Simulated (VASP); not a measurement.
Energy against volume of Li$_{2}$Se (antifluorite). Level of theory: PBE GGA with D3 dispersion (zero damping), VASP's PBE PAW potentials (set 64) (plane waves; VASP).

```csv
V (Å³/atom),E (eV/atom)
15.962,-3.89463
16.472,-3.90093
16.981,-3.90287
17.491,-3.90113
18.000,-3.89621
```

Task: Fit a third-order Birch-Murnaghan equation of state.

Result: 
```json
{
  "volume_per_atom": "16.98 Å^3/atom",
  "bulk_modulus": "38.7 GPa",
  "pressure_derivative_of_the_bulk_modulus": "4.29",
  "lattice_constant_a": "0.5885 nm"
}
```

Measured: a 6.002 Å (computed value off by -1.9 %), as given by Syrotyuk et al., Condensed Matter Physics (2015), arXiv:1510.06546. The calculation is for a static lattice, while the measured a holds thermal and zero-point effects, which are part of the difference.

The compound is Li2Se in the antifluorite structure. It was relaxed first, which changed the volume by -6 %.
